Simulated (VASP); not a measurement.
Runs of VASP 6.6.1 on BN. Symmetry: P6_3/mmc, No. 194, hexagonal system. The conventional cell has a = 2.498 Å, b = 2.498 Å, c = 6.636 Å, α = 90.00°, β = 90.00°, γ = 120.00°. B (site symmetry -6m2) is surrounded by 3 N at 1.44 Å. N (site symmetry -6m2) is surrounded by 3 B at 1.44 Å. 

```tsv
k mesh	cutoff (eV)	mesh quality	gap on the mesh (eV)	pressure (GPa)
12 × 12 × 4	520	not flagged	4.29	2.4
12 × 12 × 4	400	not flagged	4.29	-
12 × 12 × 4	600	not flagged	4.29	(a)
6 × 6 × 2	520	coarse	4.29	2.4
9 × 9 × 4	520	not flagged	4.41	2.4
```

Alike in all rows: task single point; level PBE+D3(BJ); potentials or basis VASP PAW PBE potentials, release 64 (B, N); no spin polarisation; cell as given; smearing gaussian 0.02 eV.

Task: Fill in the values left out.

Result: (a) 2.2.

Caveats: some runs use coarse meshes; the cutoff is under 1.25 times the usual one of these potentials, so pressure, stress and relaxed cells hold a basis-set (Pulay) error (some runs); an odd mesh through Γ misses points on the zone boundary, where band edges often lie (some runs).

Not every run made on this cell is shown here.
